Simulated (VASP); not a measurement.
Data:

```
BaO
1.0
    0.00000     2.82632     2.82632
    2.82632     0.00000     2.82632
    2.82632     2.82632     0.00000
Ba O
1 1
Direct
  0.00000   0.00000   0.00000
  0.25000   0.25000   0.25000
```

Method: PBEsol GGA, VASP's PBE PAW potentials (set 64) (plane waves; VASP). Run with 620 eV cut-off, 8×8×8 Γ-centred mesh, Gaussian smearing of 0.050 eV, potentials Ba_sv O.

Unless said otherwise, spin-orbit coupling is left out, though it shifts the bands of the heavy elements here.

Q: Estimate the energy per atom (σ→0), pressure, band gap (on the k-mesh) with the smallest direct gap where there is one.

A: 
```json
{
 "band gap (on the k-mesh)": "2.45 eV",
 "smallest direct gap (on the k-mesh)": "4.13 eV",
 "energy per atom (σ→0)": "-6.028 eV/atom",
 "pressure": "9.97 GPa"
}
```

The structure was generated: BaO was put into the zinc blende type (F-43m), which need not be its known phase. It was relaxed first under an external pressure of 10 GPa.
